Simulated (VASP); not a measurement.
Energy against volume of W (bcc). Calculation: revPBE GGA, VASP's PBE PAW potentials (set 64) (plane waves; VASP).

```json
[
 {"V (Å³/atom)": "15.347", "E (eV/atom)": "-12.45881"},
 {"V (Å³/atom)": "15.837", "E (eV/atom)": "-12.50267"},
 {"V (Å³/atom)": "16.327", "E (eV/atom)": "-12.51494"},
 {"V (Å³/atom)": "16.816", "E (eV/atom)": "-12.50073"},
 {"V (Å³/atom)": "17.306", "E (eV/atom)": "-12.46377"}
]
```

Problem. Fit a third-order Birch-Murnaghan equation of state.

Solution. 
```
Quantity                                        Result
---------------------------------------  -------------
volume per atom                          16.30 Å³/atom
bulk modulus                                   293 GPa
pressure derivative of the bulk modulus           4.49
lattice constant a                          6.036 bohr
```

Measured: bulk modulus 312 GPa at 0 K (computed value off by -6.3 %), as given by Vázquez-Parga, Fernández-Martínez, Viñes, J. Chem. Theory Comput. (2023), doi:10.1021/acs.jctc.3c00612, Supporting … [zero-point energy and finite temperature contributions removed]; a 3.160 Å at 0 K (computed value off by +1.1 %), as given by Daniel Mejia-Rodriguez et al., Physical Review B (2018), arXiv:1807.09216 [static lattice: zero-point anharmonic expansion removed].

The compound is W in the bcc structure. It was relaxed first.
